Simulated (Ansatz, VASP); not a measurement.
# PtS2 in two plane-wave programs, part 2 of 2

Aim: how closely do two programs agree when they are given the same cell, functional and k mesh? Of the first pair: The structure shown is the start of the Ansatz relaxation below; VASP solves that cell, so the two are compared at the walk's first step.

VASP 6.6.1 and Ansatz 0.2.0.

So far. Step 3 (VASP: single point, PBE with D3(BJ), start cell, pair 1): The run ends at a pressure of -1.65 GPa, with forces up to 0.17 eV/Å.

## 6. VASP: single point, PBE with D3(BJ), start cell, pair 2

Level of this step: PBE with D3(BJ); plane waves and PAW (S, Pt) (VASP).

The same cell, functional, mesh and smearing now go to VASP, with its own data sets.

File INCAR:

```
SYSTEM = PtS2
PREC = Accurate
ENCUT = 400
EDIFF = 1E-06
NELM = 120
ISMEAR = 0
SIGMA = 0.01
LREAL = .FALSE.
ALGO = Normal
GGA = PE
IVDW = 12
NBANDS = 17
LASPH = .TRUE.
LORBIT = 11
LWAVE = .FALSE.
LCHARG = .FALSE.
ISIF = 2
GGA_COMPAT = .FALSE.
EFERMI = MIDGAP
KPAR = 2
```

File POSCAR:

```
PtS2
1.0
    3.5724870000      0.0000000000      0.0000000000
   -1.7862440000      3.0938650000      0.0000000000
    0.0000000000      0.0000000000      4.8504590000
S Pt
2 1
Direct
    0.3333333189      0.6666664512      0.2531467640
    0.6666667994      0.3333332256      0.7468532360
    0.0000000000      0.0000000000      0.0000000000
```

File KPOINTS:

```
Automatic mesh
0
Gamma
12 12 8
0 0 0
```

Potentials, in the order of the species: S and Pt (PBE family, release 64).

Launch:

```
$ mpirun -np 2 vasp_std
```

Numbers of over 12 decimals in the logs are rounded to 6 here.

What it wrote:

```text
[... set-up lines as in an earlier step ...]
 entering main loop
       N       E                     dE             d eps       ncg     rms          rms(c)
DAV:   1     0.911965053770E+02    0.91197E+02   -0.90413E+03  4654   0.927E+02
DAV:   2    -0.127269437685E+02   -0.10392E+03   -0.10078E+03  5629   0.204E+02
DAV:   3    -0.166290170419E+02   -0.39021E+01   -0.38811E+01  5538   0.413E+01
DAV:   4    -0.166667120644E+02   -0.37695E-01   -0.37679E-01  6141   0.449E+00
[...]
DAV:  12    -0.153555180257E+02   -0.20884E-05   -0.10054E-05  5631   0.294E-02    0.103E-02
DAV:  13    -0.153555191771E+02   -0.11514E-05   -0.11109E-06  4364   0.781E-03    0.404E-03
DAV:  14    -0.153555193223E+02   -0.14517E-06   -0.22134E-07  2893   0.370E-03
   1 F= -.16661206E+02 E0= -.16661206E+02  d E =-.816735-120
```

From OUTCAR (step 6):

```text
 Edisp (eV)   -1.30569

  Total      -0.48404    -0.48404    -0.74399     0.00000     0.00000     0.00000
  in kB     -14.46549   -14.46550   -22.23412     0.00000     0.00000     0.00000
  external pressure =      -17.06 kB  Pullay stress =        0.00 kB

 POSITION                                       TOTAL-FORCE (eV/Angst)
 -----------------------------------------------------------------------------------
     -0.00000      2.06258      1.22788         0.000000     -0.000000     -0.173964
      1.78624      1.03129      3.62258        -0.000000      0.000000      0.173964
      0.00000      0.00000      0.00000         0.000000     -0.000000      0.000000
 -----------------------------------------------------------------------------------
    total drift:                               -0.000484      0.000484      0.000000

  FREE ENERGIE OF THE ION-ELECTRON SYSTEM (eV)
  ---------------------------------------------------
  free  energy   TOTEN  =       -16.6612061199 eV

  energy  without entropy=      -16.6612061199  energy(sigma->0) =      -16.66120612

[... 1 part as in an earlier step ...]

[... 2 further parts left out ...]
[key lines of the parts left out:]
E-fermi :   7.5072
```

The run ends at a pressure of -1.71 GPa, with forces up to 0.17 eV/Å.

## 7. Differences

What differs besides the data sets and the points named for the pairs above, as far as they apply: the data sets hold 30 valence electrons in Ansatz (on its PAW soft_1 files) and 22 in VASP. Total energies have different zeros and are not compared.

Forces (eV/Å; atoms numbered as in POSCAR):

```csv
atom,"Ansatz x, y, z","VASP x, y, z"
S1,"0.000, 0.000, -0.134","0.000, 0.000, -0.174"
S2,"0.000, 0.000, 0.134","0.000, 0.000, 0.174"
Pt3,"0.000, 0.000, 0.000","0.000, 0.000, 0.000"
```

The forces differ by 19 meV/Å r.m.s., which is 22.9 % of the r.m.s. force of 0.082 eV/Å (both taken over all components).

## 8. Ansatz: zone-centre phonons, PBE with D3(BJ)

Second derivatives magnify differences that forces hide, and they need a tight electronic threshold. The cell compared in this pair holds 50.26 Å³, against 53.61 Å³ for the pair before.

The cell is taken from a series of runs on this material, whose earlier steps may have relaxed, scaled, displaced or heated it; both programs get it as it stands.

File input.yaml:

```yaml
crystal:
  lattice:
    - [3.6002576706, 0.0, 0.0]
    - [-1.8001288353, 3.117914603, 0.0]
    - [0.0, 0.0, 4.477346851]
  atoms:
    - { symbol: S, position: [0.3333333334, 0.6666666666, 0.2656129748] }
    - { symbol: S, position: [0.6666666666, 0.3333333334, 0.7343870252] }
    - { symbol: Pt, position: [0.0, 0.0, 0.0] }
kpoints:
  mp_grid: { grid: [12, 12, 8] }
hamiltonian:
  xc: pbe
  dispersion: d3bj
  pseudopotentials: { kind: paw, azcp: { folder: soft_1 } }
scf:
  occupations: { method: gaussian, width: 0.01 }
output:
  eigenvalues: true
phonons:
  method: dfpt
```

Launch:

```
$ ansatz run input.yaml --threads 4 --pin off --max-ram 10240MiB --backend cpu --events-out ev --progress --plain --runs-dir out
```

What it wrote:

```text
[...]
Crystal: 3 atoms, lattice volume = 50.260 Å³
Basis set: ecut = 420 eV, 987 PW (Γ), exchange–correlation on 50×50×60 points (8 copies of the dense FFT grid, shifted against one another)
Bands: 19, of which v1, the nominal top of the filled ones, is band 15 counted from 1 (14 counted from 0)
Symmetry: 12 space group operations
k-points: 320 of 1152 (irreducible under 2 space group operations, time reversal used)
[...]
ASR residual per site (eV/Å²): 1.52e-5 1.52e-5 6.03e-6
  Γ frequencies (cm⁻¹): 0.00 0.00 0.00 289.89 289.89 303.74 303.74 321.04 338.21
  non-analytic LO–TO correction: not included (Born effective charges unavailable; polar crystals: no LO–TO splitting at Γ)
[key lines of the parts left out:]
SCF converged after 10 iterations
Free energy (F): -14331.149413 eV
Fermi energy:    12.998286 eV
```

## 9. VASP: zone-centre phonons, PBE with D3(BJ)

The same cell, functional, mesh and smearing now go to VASP, with its own data sets.

Changes to INCAR since step 6:

```diff
@@ -2,4 +2,4 @@
 PREC = Accurate
-ENCUT = 400
-EDIFF = 1E-06
+ENCUT = 500
+EDIFF = 1E-08
 NELM = 120
@@ -17,4 +17,7 @@
 ISIF = 2
+IBRION = 6
+NFREE = 2
+POTIM = 0.015
+NSW = 1
 GGA_COMPAT = .FALSE.
-EFERMI = MIDGAP
 KPAR = 2
```

File POSCAR:

```
PtS2
1.0
    3.6002576706      0.0000000000      0.0000000000
   -1.8001288353      3.1179146030      0.0000000000
    0.0000000000      0.0000000000      4.4773468510
S Pt
2 1
Direct
    0.3333333334      0.6666666666      0.2656129748
    0.6666666666      0.3333333334      0.7343870252
    0.0000000000      0.0000000000      0.0000000000
```

KPOINTS is that of step 6.

Launch:

```
$ mpirun -np 2 vasp_std
```

What it wrote:

```text
[... set-up lines as in an earlier step ...]
 entering main loop
       N       E                     dE             d eps       ncg     rms          rms(c)
DAV:   1     0.110969586321E+03    0.11097E+03   -0.10398E+04  4502   0.113E+03
DAV:   2    -0.115118422089E+02   -0.12248E+03   -0.11883E+03  5489   0.228E+02
DAV:   3    -0.164727230281E+02   -0.49609E+01   -0.49288E+01  5652   0.474E+01
DAV:   4    -0.165209716815E+02   -0.48249E-01   -0.48221E-01  5823   0.515E+00
[...]
DAV:  15    -0.152580906208E+02    0.42978E-07   -0.12399E-08  4656   0.816E-04    0.375E-04
DAV:  16    -0.152580905995E+02    0.21331E-07   -0.27339E-09  2597   0.311E-04    0.107E-04
DAV:  17    -0.152580905992E+02    0.24647E-09   -0.23039E-10  2449   0.116E-04
   1 F= -.16658697E+02 E0= -.16658688E+02  d E =-.184033E-04
[... from here on, the cycles between the ionic steps are left out ...]
   2 F= -.16657681E+02 E0= -.16657675E+02  d E =-.118184E-04
   3 F= -.16657681E+02 E0= -.16657675E+02  d E =-.118228E-04
   4 F= -.16656822E+02 E0= -.16656813E+02  d E =-.184033E-04
   5 F= -.16658033E+02 E0= -.16658024E+02  d E =-.184033E-04
   6 F= -.16656863E+02 E0= -.16656853E+02  d E =-.183393E-04
   7 F= -.16656863E+02 E0= -.16656853E+02  d E =-.183393E-04
   8 F= -.16656637E+02 E0= -.16656628E+02  d E =-.184033E-04
   9 F= -.16656637E+02 E0= -.16656628E+02  d E =-.184033E-04
 Finite differences progress:
  Degree of freedom:   4/  4
  Displacement:        2/  2
  Total:               8/  8
```

OUTCAR, selected parts (step 9):

```text
 Edisp (eV)   -1.40060

 Edisp (eV)   -1.40060

  Total      -0.16276    -0.16276     0.46110     0.00000     0.00000     0.00000
  in kB      -5.18854    -5.18854    14.69889     0.00000     0.00000     0.00000
  external pressure =        1.44 kB  Pullay stress =        0.00 kB

 POSITION                                       TOTAL-FORCE (eV/Angst)
 -----------------------------------------------------------------------------------
      0.00000      2.07861      1.18924        -0.000000      0.000000     -0.175921
      1.80013      1.03930      3.28811         0.000000     -0.000000     -0.098702
      0.00000      0.00000     -0.01500         0.000000      0.000000      0.274623
 -----------------------------------------------------------------------------------
    total drift:                                0.000000     -0.000000      0.000044

  FREE ENERGIE OF THE ION-ELECTRON SYSTEM (eV)
  ---------------------------------------------------
  free  energy   TOTEN  =       -16.6566370885 eV

  energy  without entropy=      -16.6566186853  energy(sigma->0) =      -16.65662789

[... 1 part as in an earlier step ...]

[... 2 further parts left out ...]
[key lines of the parts left out:]
E-fermi :   8.3823
```

The last energy, forces, stress and levels in OUTCAR belong to the last displaced cell, not to the cell of POSCAR.

Levels, forces or a CONTCAR printed for this step are those of its last displaced cell, not of the structure at rest.

## 10. Differences

What differs besides the data sets and the points named for the pairs above, as far as they apply: the data sets hold 30 valence electrons in Ansatz (on its PAW soft_1 files) and 22 in VASP; the cutoff is 420 eV in Ansatz and 500 eV in VASP; Ansatz takes the dispersion share of the force constants at frozen C6 weights, VASP differentiates the full forces; VASP uses finite displacements, Ansatz perturbation theory. Total energies have different zeros and are not compared.

Compared:

```csv
quantity,Ansatz,VASP,difference
optical mode 1 to 2 (cm⁻¹),289.9,290.7,-0.27 %
optical mode 3 to 4 (cm⁻¹),303.7,303.1,+0.20 %
optical mode 5 (cm⁻¹),321.0,321.2,-0.04 %
optical mode 6 (cm⁻¹),338.2,337.3,+0.26 %
```

Modes are paired by rising frequency, not by their patterns, so a pair may set unlike modes beside each other; they are those without the splitting of longitudinal modes.

## 11. Summary of results

```yaml
r_m_s_force_difference_single_point_pbe_with_d3_bj_start_cell_pair_1: 19 meV/Å
r_m_s_force_difference_single_point_pbe_with_d3_bj_start_cell_pair_2: 19 meV/Å
r_m_s_difference_of_the_optical_zone_centre_modes_each_program_s_sorted_by_frequency_zone_centre_phonons_pbe_with_d3_bj: 0.68 cm⁻¹
```

**Reading.** The r.m.s. force difference is 19 meV/Å (single point, PBE with D3(BJ), start cell, pair 2), beyond the 12 meV/Å picked in this series as the mark of a large difference. The data sets hold unlike numbers of valence electrons (30 in Ansatz and 22 in VASP), so part of the differences comes from the potentials. What causes the difference of the single point, PBE with D3(BJ), start cell, pair 1 pair stays open here. What causes the difference of the single point, PBE with D3(BJ), start cell, pair 2 pair stays open here. 2 further runs of this series are not shown here. Such differences can come from data sets, numerical settings and the points named under the comparisons, not from the functional's error against experiment.

[Lines on the potential files, build, host, timing and source positions are cut from VASP's logs without a mark.]

[Logs are printed without paths, hosts, clocks, repeated set-up lines and the standing remarks that a program may print on its own settings, such as how far it seeks lower states.]

[Hosts, paths, dates, database ids (printed as entryN), source tags and the programs' standing remarks are cut or masked in the printed files.]
